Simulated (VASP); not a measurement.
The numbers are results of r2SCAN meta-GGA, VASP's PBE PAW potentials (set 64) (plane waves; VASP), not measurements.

Input for VASP

File POSCAR:
```
Mn
1
    2.4836500000     0.0000000000     0.0000000000
   -1.2418250000     2.1509040000     0.0000000000
    0.0000000000     0.0000000000     4.0262000000
Mn
2
Direct
  0.6666670000   0.3333330000   0.7500000000
  0.3333330000   0.6666670000   0.2500000000
```

### INCAR
```
# general
SYSTEM  = Mn
PREC    = Accurate
ENCUT   = 400
LREAL   = .FALSE.
LASPH   = .TRUE.

# electronic loop
EDIFF   = 1E-6
NELM    = 100
ALGO    = Normal
LMAXMIX = 4
LMIXTAU = .TRUE.

# smearing
ISMEAR  = 1
SIGMA   = 0.1

# functional
METAGGA = R2SCAN

# ions
IBRION  = 2
NSW     = 60
ISIF    = 3
EDIFFG  = -0.01

# output
LWAVE   = .FALSE.
LCHARG  = .FALSE.
```

**KPOINTS**
```
K-points
0
Gamma
  15 15 8
0 0 0
```

POTCAR, in this order: Mn_pv (PBE.64 set). Program: vasp_std.

Output of the run:

OSZICAR:
```
...
DAV:   6    -0.285353916310E+02    0.62796E-02   -0.22313E-02  4654   0.162E+00    0.274E-01
DAV:   7    -0.285435032120E+02   -0.81116E-02   -0.97478E-03  4654   0.112E+00    0.722E-03
DAV:   8    -0.285433723526E+02    0.13086E-03   -0.25222E-04  4805   0.196E-01    0.737E-03
DAV:   9    -0.285434884311E+02   -0.11608E-03   -0.89194E-06  4636   0.363E-02    0.458E-03
DAV:  10    -0.285434633866E+02    0.25045E-04   -0.10795E-06  2330   0.151E-02    0.171E-03
DAV:  11    -0.285435063858E+02   -0.42999E-04   -0.79871E-07  2327   0.103E-02    0.121E-03
DAV:  12    -0.285434863778E+02    0.20008E-04   -0.24529E-07  2295   0.626E-03    0.154E-04
DAV:  13    -0.285434907099E+02   -0.43321E-05   -0.31576E-08  2295   0.205E-03    0.158E-04
DAV:  14    -0.285434901029E+02    0.60701E-06   -0.95169E-09  2295   0.118E-03
   3 F= -.28543490E+02 E0= -.28543433E+02  d E =-.259544E-01
       N       E                     dE             d eps       ncg     rms          rms(c)
DAV:   1    -0.285442992800E+02   -0.80857E-03   -0.14105E-02  4750   0.179E+00    0.240E-01
DAV:   2    -0.285434924491E+02    0.80683E-03   -0.56720E-03  4750   0.881E-01    0.461E-02
DAV:   3    -0.285435007869E+02   -0.83379E-05   -0.13303E-04  4758   0.151E-01    0.227E-02
DAV:   4    -0.285435116450E+02   -0.10858E-04   -0.29659E-05  5032   0.513E-02    0.635E-03
DAV:   5    -0.285435078625E+02    0.37825E-05   -0.83462E-06  4614   0.304E-02    0.304E-03
DAV:   6    -0.285435176944E+02   -0.98319E-05   -0.47718E-06  4544   0.251E-02    0.443E-03
DAV:   7    -0.285435067186E+02    0.10976E-04   -0.26490E-06  4159   0.189E-02    0.263E-04
DAV:   8    -0.285435107413E+02   -0.40227E-05   -0.68578E-08  2295   0.357E-03    0.140E-04
DAV:   9    -0.285435093940E+02    0.13473E-05   -0.68435E-09  2295   0.940E-04    0.134E-04
DAV:  10    -0.285435098304E+02   -0.43636E-06   -0.31698E-09  2295   0.754E-04
   4 F= -.28543510E+02 E0= -.28543453E+02  d E =-.259741E-01
       N       E                     dE             d eps       ncg     rms          rms(c)
DAV:   1    -0.285437884644E+02   -0.27907E-03   -0.52430E-03  4750   0.109E+00    0.146E-01
DAV:   2    -0.285434743863E+02    0.31408E-03   -0.21035E-03  4750   0.536E-01    0.280E-02
DAV:   3    -0.285434840854E+02   -0.96991E-05   -0.49044E-05  4766   0.919E-02    0.138E-02
DAV:   4    -0.285434925126E+02   -0.84272E-05   -0.11035E-05  4983   0.313E-02    0.388E-03
DAV:   5    -0.285434889452E+02    0.35674E-05   -0.31304E-06  4452   0.186E-02    0.187E-03
DAV:   6    -0.285434948431E+02   -0.58979E-05   -0.17071E-06  2727   0.154E-02    0.271E-03
DAV:   7    -0.285434883879E+02    0.64552E-05   -0.84984E-07  2295   0.117E-02    0.162E-04
DAV:   8    -0.285434899249E+02   -0.15370E-05   -0.47392E-08  2295   0.221E-03    0.116E-04
DAV:   9    -0.285434895901E+02    0.33477E-06   -0.69277E-09  2295   0.838E-04
   5 F= -.28543490E+02 E0= -.28543434E+02  d E =-.259539E-01
       N       E                     dE             d eps       ncg     rms          rms(c)
DAV:   1    -0.285457719016E+02   -0.22820E-02   -0.63983E-02  4606   0.257E+00    0.362E-01
DAV:   2    -0.285438268373E+02    0.19451E-02   -0.40948E-03  4870   0.811E-01    0.155E-01
DAV:   3    -0.285436550964E+02    0.17174E-03   -0.10605E-03  5874   0.306E-01    0.230E-02
DAV:   4    -0.285436175484E+02    0.37548E-04   -0.17301E-04  4710   0.143E-01    0.115E-02
DAV:   5    -0.285436556156E+02   -0.38067E-04   -0.13558E-05  4702   0.412E-02    0.633E-03
DAV:   6    -0.285436149731E+02    0.40643E-04   -0.67742E-06  4601   0.269E-02    0.199E-03
DAV:   7    -0.285436453302E+02   -0.30357E-04   -0.11025E-06  2676   0.122E-02    0.594E-04
DAV:   8    -0.285436281154E+02    0.17215E-04   -0.27157E-07  2295   0.539E-03    0.441E-04
DAV:   9    -0.285436345603E+02   -0.64449E-05   -0.40352E-08  2295   0.224E-03    0.126E-04
DAV:  10    -0.285436350788E+02   -0.51850E-06   -0.87429E-09  2295   0.885E-04
   6 F= -.28543635E+02 E0= -.28543604E+02  d E =-.145489E-03
       N       E                     dE             d eps       ncg     rms          rms(c)
DAV:   1    -0.285436743179E+02   -0.39758E-04   -0.10900E-03  4598   0.336E-01    0.472E-02
DAV:   2    -0.285436422750E+02    0.32043E-04   -0.69203E-05  4849   0.106E-01    0.202E-02
DAV:   3    -0.285436261957E+02    0.16079E-04   -0.18134E-05  5701   0.399E-02    0.295E-03
DAV:   4    -0.285436401601E+02   -0.13964E-04   -0.28244E-06  4045   0.188E-02    0.148E-03
DAV:   5    -0.285436353279E+02    0.48322E-05   -0.23378E-07  2295   0.560E-03    0.779E-04
DAV:   6    -0.285436407885E+02   -0.54606E-05   -0.11874E-07  2295   0.373E-03    0.262E-04
DAV:   7    -0.285436365921E+02    0.41964E-05   -0.30474E-08  2295   0.194E-03    0.924E-05
DAV:   8    -0.285436389312E+02   -0.23391E-05   -0.84762E-09  2295   0.968E-04    0.913E-05
DAV:   9    -0.285436382218E+02    0.70945E-06   -0.23884E-09  2295   0.481E-04
   7 F= -.28543638E+02 E0= -.28543604E+02  d E =-.148632E-03
       N       E                     dE             d eps       ncg     rms          rms(c)
DAV:   1    -0.285452831356E+02   -0.16442E-02   -0.30416E-02  4750   0.263E+00    0.351E-01
DAV:   2    -0.285437520275E+02    0.15311E-02   -0.12266E-02  4750   0.129E+00    0.671E-02
DAV:   3    -0.285436750274E+02    0.77000E-04   -0.29074E-04  4758   0.223E-01    0.331E-02
DAV:   4    -0.285436215679E+02    0.53460E-04   -0.63442E-05  5064   0.752E-02    0.935E-03
DAV:   5    -0.285436537907E+02   -0.32223E-04   -0.16559E-05  4660   0.428E-02    0.426E-03
DAV:   6    -0.285436336114E+02    0.20179E-04   -0.10492E-05  4670   0.372E-02    0.705E-03
DAV:   7    -0.285436553943E+02   -0.21783E-04   -0.59797E-06  4628   0.282E-02    0.224E-04
DAV:   8    -0.285436512023E+02    0.41920E-05   -0.11634E-07  2295   0.450E-03    0.848E-05
DAV:   9    -0.285436525077E+02   -0.13054E-05   -0.12511E-08  2295   0.127E-03    0.161E-04
DAV:  10    -0.285436521087E+02    0.39897E-06   -0.41379E-09  2295   0.898E-04
   8 F= -.28543652E+02 E0= -.28543616E+02  d E =-.138869E-04
       N       E                     dE             d eps       ncg     rms          rms(c)
DAV:   1    -0.285438474380E+02   -0.19493E-03   -0.32086E-03  4750   0.854E-01    0.114E-01
DAV:   2    -0.285436485382E+02    0.19890E-03   -0.12978E-03  4758   0.421E-01    0.221E-02
DAV:   3    -0.285436568258E+02   -0.82876E-05   -0.31162E-05  4750   0.731E-02    0.108E-02
DAV:   4    -0.285436649121E+02   -0.80863E-05   -0.67343E-06  4831   0.247E-02    0.301E-03
DAV:   5    -0.285436613750E+02    0.35372E-05   -0.16400E-06  2991   0.138E-02    0.139E-03
DAV:   6    -0.285436659066E+02   -0.45316E-05   -0.89900E-07  2295   0.123E-02    0.207E-03
DAV:   7    -0.285436611126E+02    0.47940E-05   -0.36562E-07  2295   0.773E-03    0.257E-04
DAV:   8    -0.285436623147E+02   -0.12021E-05   -0.31229E-08  2295   0.163E-03    0.463E-05
DAV:   9    -0.285436620789E+02    0.23585E-06   -0.38526E-09  2295   0.611E-04
   9 F= -.28543662E+02 E0= -.28543627E+02  d E =-.238571E-04
       N       E                     dE             d eps       ncg     rms          rms(c)
DAV:   1    -0.285437964405E+02   -0.13413E-03   -0.23425E-03  4750   0.730E-01    0.978E-02
DAV:   2    -0.285436470450E+02    0.14940E-03   -0.94651E-04  4766   0.360E-01    0.188E-02
DAV:   3    -0.285436549503E+02   -0.79053E-05   -0.22548E-05  4750   0.622E-02    0.923E-03
DAV:   4    -0.285436617324E+02   -0.67821E-05   -0.48919E-06  4710   0.211E-02    0.256E-03
DAV:   5    -0.285436588334E+02    0.28989E-05   -0.11572E-06  2391   0.117E-02    0.119E-03
DAV:   6    -0.285436620811E+02   -0.32476E-05   -0.56548E-07  2295   0.101E-02    0.157E-03
DAV:   7    -0.285436586876E+02    0.33935E-05   -0.19007E-07  2295   0.556E-03    0.263E-04
DAV:   8    -0.285436598739E+02   -0.11863E-05   -0.19763E-08  2295   0.126E-03    0.823E-05
DAV:   9    -0.285436597105E+02    0.16339E-06   -0.27593E-09  2295   0.510E-04
  10 F= -.28543660E+02 E0= -.28543625E+02  d E =-.214887E-04
```

File OUTCAR:
```
------------------------ aborting loop because EDIFF is reached ----------------------------------------
  FORCE on cell =-STRESS in cart. coord.  units (eV):
  Direction    XX          YY          ZZ          XY          YZ          ZX
  --------------------------------------------------------------------------------------
  Total        0.0006117      0.0006117     -0.0001446      0.0000000      0.0000000      0.0000000
  in kB        0.0472530      0.0472530     -0.0111685      0.0000000      0.0000000      0.0000000
  external PRESSURE =       0.0277792 kB  Pullay stress =       0.0000000 kB
  volume of cell :       20.74
      direct lattice vectors                 reciprocal lattice vectors
     2.449454832 -0.000000000  0.000000000     0.408254109  0.235705619  0.000000000
    -1.224727416  2.121290116  0.000000000     0.000000000  0.471411238 -0.000000000
    -0.000000000  0.000000000  3.991604581    -0.000000000 -0.000000000  0.250525817
 POSITION                                       TOTAL-FORCE (eV/Angst)
 -----------------------------------------------------------------------------------
      1.22473      0.70710      2.99370         0.000000     -0.000000      0.000000
     -0.00000      1.41419      0.99790        -0.000000      0.000000      0.000000
 -----------------------------------------------------------------------------------
    total drift:                               -0.000227      0.000128     -0.000040
  FREE ENERGIE OF THE ION-ELECTRON SYSTEM (eV)
  ---------------------------------------------------
  free  energy   TOTEN  =       -28.5436597105 eV

  energy  without entropy=      -28.5435543692  energy(sigma->0) =      -28.54362460

 reached required accuracy - stopping structural energy minimisation
```
(Selected blocks of OUTCAR.)

File CONTCAR:
```
Mn
   1.00000000000000
     2.4494548320251397   -0.0000000000000000    0.0000000000000000
    -1.2247274160125698    2.1212901156039048    0.0000000000000000
    -0.0000000000000000    0.0000000000000000    3.9916045813992636
  Mn
     2
Direct
     0.6666669999999968    0.3333330000000032    0.7500000000000000
     0.3333330000000032    0.6666669999999968    0.2500000000000000
```

Energy and stress use the plane-wave basis of the starting cell.

The structure comes from a computed database's Mn entry (P6_3/mmc); how it stands against other phases isn't given here. This run relaxes it. Symmetry was kept, so distortions that lower it aren't found. The run is not spin-polarised, so no magnetic state was tried.
